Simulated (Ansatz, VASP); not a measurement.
# Cross-check of BiSb between VASP and Ansatz, part 2 of 2

One calculation is typed for both programs; each brings its own data sets. How far apart do they land? The cell is generated by rule, not measured, and may not be a known phase. The cell is taken from a series of runs on this material, whose earlier steps may have relaxed, scaled, displaced or heated it; both programs get it as it stands.

VASP 6.6.1 and Ansatz 0.2.0.

So far: Starting point; VASP: zone-centre phonons, PBEsol.

The structure was built from a prototype and need not be the compound's stable phase.

## (3) Ansatz: zone-centre phonons, PBEsol

Level of this step: Ansatz beside VASP: Kohn-Sham DFT, plane waves, PBEsol (Ansatz).

Ansatz runs on its default PAW (the set named soft_2) files.

The same cell, functional, mesh and smearing now go to Ansatz, which takes its cutoff from its data sets.

The input, input.yaml:

```yaml
crystal:
  lattice:
    - [-2.2254503708, 2.2254503708, 3.147341751]
    - [2.2254503708, -2.2254503708, 3.147341751]
    - [2.2254503708, 2.2254503708, -3.147341751]
  atoms:
    - { symbol: Bi, position: [0.0, 0.0, 0.0] }
    - { symbol: Sb, position: [0.5, 0.5, 0.0] }
kpoints:
  mp_grid: { grid: [12, 12, 12] }
hamiltonian:
  xc: pbesol
scf:
  occupations: { method: methfessel_paxton, width: 0.15 }
output:
  eigenvalues: true
phonons:
  method: dfpt
```

Started as:

```sh
$ ansatz run input.yaml --threads 4 --pin off --max-ram 7168MiB --backend cpu --events-out ev --progress --plain --runs-dir out
```

Numbers of over 12 decimals in the logs are rounded to 6 here.

Log:

```text
Warning: 32 symmetry operations that the atoms keep within the bar at which the run's group was sought (crystal.symmetry.tolerance 1.0e-5, or twice it) were not taken beside the 16 unitary ones that the detection took (of a slab, those that keep its plane). If the more symmetric cell is meant, write the vectors of crystal.lattice to more decimals, or, with the positions in fractional coordinates, give it by lengths a [...]
zone centre: on kpoints.mp_grid the ground state, and the responses unless they are solved on pairs of k-points, stand on 280 of the mesh's 1728 k-points, reduced under 8 symmetry operations, with k and −k counted as one. Each operation leaves every solved displacement unchanged or reverses it
Engine: ansatz 0.2.0, x86_64-unknown-linux-gnu
Pseudopotentials: kind: paw
Pseudopotential: Bi, paw, valence charge 15, recommended cutoff 420 eV (normal), Bi.paw.azcp
Pseudopotential: Sb, paw, valence charge 15, recommended cutoff 420 eV (normal), Sb.paw.azcp
Functional definition: PBEsol
  exchange = pbesol_x
  correlation = pbesol_c
Crystal: 2 atoms, lattice volume = 62.350 Å³
Basis set: ecut = 420 eV, 1243 PW (Γ), exchange–correlation on 60×60×60 points (8 copies of the dense FFT grid, shifted against one another)
Bands: 19, of which v1, the nominal top of the filled ones, is band 15 counted from 1 (14 counted from 0)
Symmetry: 16 space group operations
k-points: 280 of 1728 (irreducible under 8 space group operations)
Non-local potential: Bi, projectors of the file, l = 0: 2, l = 1: 2, l = 2: 2, l = 3: 2
Non-local potential: Sb, projectors of the file, l = 0: 2, l = 1: 2, l = 2: 2, l = 3: 2
PAW form: soft (Blöchl's): semilocal exchange-correlation on the pseudo side does not see the compensation charge
PAW frozen core: Bi, regenerated for the run's functional, and the local potential with it (the file was generated under x = pbe(κ = 0.804, μ = 0.219515), c = pbe(β = 0.066725))
PAW frozen core: Sb, regenerated for the run's functional, and the local potential with it (the file was generated under x = pbe(κ = 0.804, μ = 0.219515), c = pbe(β = 0.066725))
PAW one-centre angular grid: Bi, 590 points (default); XC on 64 Gauss nodes
PAW one-centre angular grid: Sb, 590 points (default); XC on 64 Gauss nodes
Initial density: superposition of atomic densities (neutral atoms: chi_scale 0, normalization atom), corrected by the library's trained network
Initial wavefunctions: pseudopotential atomic-orbital guess
Functional: x = pbesol(κ = 0.804, μ = 0.123457), c = pbesol(β = 0.046)
SCF iter   1: F=—  HF=-18650.042363 eV  |F-HF|=—  |Δ(HF+E_count)|=         —  Δρ=1.86e-3  dr2=1.93e-3  ethr=1.77e-3  ⟨swp⟩=5.7  Hψ=26306  notcnv=0
preconditioner: auto → Kerker (q_TF=auto, 2.415 Å⁻¹)  [metal: Δε(μ)=0.008 eV  Ē_g=8.866 eV  σ=0.150 eV  W_gap=0.05  n_scr=14 (ndim 8)  ℏωp=14.9 eV  f_vac=0.001  D(μ)=0.80/eV (n_scr^D=0)]
SCF iter   2: F=—  HF=-18650.039897 eV  |F-HF|=—  |Δ(HF+E_count)|=   2.47e-3  S|Δr|=    0.00e0  Δρ=1.34e-3  dr2=9.72e-4  ethr=6.43e-6  ⟨swp⟩=2.8  Hψ=12052  notcnv=0
SCF iter   3: F=—  HF=-18650.039772 eV  |F-HF|=—  |Δ(HF+E_count)|=   1.25e-4  S|Δr|=    0.00e0  Δρ=9.02e-4  dr2=2.59e-4  ethr=3.24e-6  ⟨swp⟩=2.0  Hψ=9532  notcnv=0
SCF iter   4: F=—  HF=-18650.039598 eV  |F-HF|=—  |Δ(HF+E_count)|=   1.74e-4  S|Δr|=    0.00e0  Δρ=3.22e-4  dr2=4.48e-5  ethr=8.64e-7  ⟨swp⟩=2.0  Hψ=9354  notcnv=0
SCF iter   5: F=—  HF=-18650.039583 eV  |F-HF|=—  |Δ(HF+E_count)|=   1.54e-5  S|Δr|=    0.00e0  Δρ=5.35e-5  dr2=3.44e-6  ethr=1.49e-7  ⟨swp⟩=2.0  Hψ=9247  notcnv=0
SCF iter   6: F=—  HF=-18650.039584 eV  |F-HF|=—  |Δ(HF+E_count)|=   1.79e-6  S|Δr|=    0.00e0  Δρ=2.73e-5  dr2=4.18e-7  ethr=1.15e-8  ⟨swp⟩=2.0  Hψ=6767  notcnv=0
SCF iter   7: F=—  HF=-18650.039587 eV  |F-HF|=—  |Δ(HF+E_count)|=   2.54e-6  S|Δr|=    0.00e0  Δρ=1.35e-5  dr2=6.75e-8  ethr=1.39e-9  ⟨swp⟩=2.0  Hψ=9475  notcnv=0
SCF iter   8: F=—  HF=-18650.039587 eV  |F-HF|=—  |Δ(HF+E_count)|=   2.77e-8  S|Δr|=    0.00e0  Δρ=8.86e-7  dr2=2.88e-10  ethr=2.25e-10  ⟨swp⟩=2.0  Hψ=9534  notcnv=0
SCF iter   9: F=—  HF=-18650.039587 eV  |F-HF|=—  |Δ(HF+E_count)|=  1.56e-10  S|Δr|=    0.00e0  Δρ=3.20e-7  dr2=4.26e-11  ethr=1.00e-12  ⟨swp⟩=2.1  Hψ=6985  notcnv=0
SCF iter  10: F=-18650.039587 eV  HF=-18650.039587 eV  |F-HF|=7.28e-12  |Δ(HF+E_count)|=  2.55e-11  S|Δr|=    0.00e0  Δρ=2.50e-8  dr2=4.80e-13  ethr=1.00e-12  ⟨swp⟩=6.0  Hψ=24696  notcnv=0
SCF 1 converged in 10 iterations: F = -18650.039587 eV  dr2 = 4.80e-13
  greatest PAW one-centre occupation: 0.996 electrons in one spin orbital (limit 2), on the Sb atom at site 1 (counted from 0), in its partial waves of l = 2
DFPT response loops at Γ: preconditioner auto → Kerker (q_TF=auto, 2.415 Å⁻¹) (partly filled bands, converged f_vac=0.000); β = 1.00, the filter's whole step (`scf.mixing.beta` (0.50) is not read by the response loops under this deck's `scf.mixing.preconditioner`; to damp them name `kerker` or `kerker_dos`, under which they read `scf.mixing.beta`, and type it under 1.00, their step now; both keys bind the ground state too); Broyden in place of MSR1
SCF converged after 10 iterations
Stability not checked: this state was not tested for a lower state beside it, because cold or Methfessel-Paxton smearing, or corrected tetrahedra, fill the levels in a way that the test cannot read (fill_not_monotonic; see scf.lower_state_search)
Free energy (F): -18650.039587 eV
Harris-Foulkes:  -18650.039587 eV  (|F-HF|=7.28e-12)
Internal energy: -18650.039715 eV  (E = F + TS)
E sigma→0 (E₀):  -18650.039619 eV
Entropy (-TS):   0.000129 eV (0.064 meV/atom)
Fermi energy:    10.276521 eV
Step filling:    the computed levels leave a gap of 0.0000 eV = 0.0 smearing widths at the electron count; against every level under it full and every level over it empty, smearing changes F+E_penalty+E_count by -0.369 meV and its σ→0 estimate by -0.401 meV
--- Per-component energies (eV) ---
  E_band       = -262.040868
  E_kinetic    = 510.153250
  E_local      = -3061.858653  (includes V_loc(G=0)·N_el)
  E_nonlocal   = 926.332509
  E_hartree    = 1192.978646
  E_xc         = -287.988747
  E_vxc        = -241.069871  (∫ρ·V_xc dr)
  E_paw        = -15009.272520  (= ΣΔE_a)
  E_vpaw       = -781.554899  (= ΣTr[D̂ρ^β])
  E_aug_tail   = -0.000464  (compensation charges beyond the density's cutoff)
  E_ewald      = -2920.805346
  E_core_change = 0.421609  (= ΣΔE_core)
  E_smearing   = 0.000129  (= −TS)
  E_closure    = 0.000000  (closes the sum)
  Σ components = -18650.039587   (vs F -18650.039587, Δ=0.00e0)
--- Band table (eV; the first three rows and the last of 280) ---
  k-point 0: bands = [... 11 lower, 4.4808, 8.7745, 8.7745, 8.7748, 13.5834, 13.5841, 13.5841, 15.4181]
  k-point 1: bands = [... 11 lower, 4.1614, 8.5934, 8.5937, 9.3522, 12.3932, 13.6804, 13.6811, 14.8678]
  k-point 2: bands = [... 11 lower, 3.5268, 8.1600, 8.1603, 10.2840, 10.8413, 13.9679, 13.9686, 14.1046]
  k-point 279: bands = [... 11 lower, 2.2789, 4.8516, 6.8745, 6.8745, 12.6565, 15.6026, 15.6026, 17.6703]
--- Phonons (Γ-DFPT): 4 representative perturbations + reference, on 280 of 1728 k-points (Σ response iterations 12) ---
  k mesh reduced under 8 symmetry operations, with k and −k counted as one. Each operation leaves every solved displacement unchanged or reverses it
  ASR residual: 2.865e-5 → 0.000e0 eV/Å²; symmetrization residual: 2.808e-5 eV/Å²
  ASR residual per site (eV/Å²): 2.86e-5 1.88e-6
  Γ frequencies (cm⁻¹): -95.33 -95.31 -95.31 0.00 0.00 0.00
  non-analytic LO–TO correction: not included (Born effective charges unavailable; polar crystals: no LO–TO splitting at Γ)
```

## (4) Comparison

Known differences besides the potentials themselves: the data sets hold 30 valence electrons in Ansatz (on its default PAW (the set named soft_2) files) and 20 in VASP; the cutoff is 420 eV in Ansatz and 500 eV in VASP; Ansatz makes its cores anew for this functional, VASP keeps those of its PBE data sets. Total energies have different zeros and are not compared.

The two programs side by side:

```csv
quantity,Ansatz,VASP,difference
"optical mode 1 to 3 (imaginary, printed as negative) (cm⁻¹)",-95.3,-93.7,-1.6
```

Modes are paired by rising frequency, not by their patterns, so a pair may set unlike modes beside each other; they are those without the splitting of longitudinal modes.

## (5) Results

```yaml
r_m_s_difference_of_the_optical_zone_centre_modes_each_program_s_sorted_by_frequency_zone_centre_phonons_pbesol: 1.6 cm⁻¹
```

**Reading.** The r.m.s. difference of the optical zone-centre modes, each program's sorted by frequency is 1.6 cm⁻¹ (zone-centre phonons, PBEsol). The data sets hold unlike numbers of valence electrons (30 in Ansatz and 20 in VASP), so part of the differences comes from the potentials. How closely two codes agree says nothing of how well the functional describes the real material.

[Lines on the potential files, build, host, timing and source positions are cut from VASP's logs without a mark.]

[Logs are printed without paths, hosts, clocks, repeated set-up lines and the standing remarks that a program may print on its own settings, such as how far it seeks lower states.]

[Hosts, paths, dates, database ids (printed as entryN), source tags and the programs' standing remarks are cut or masked in the printed files.]
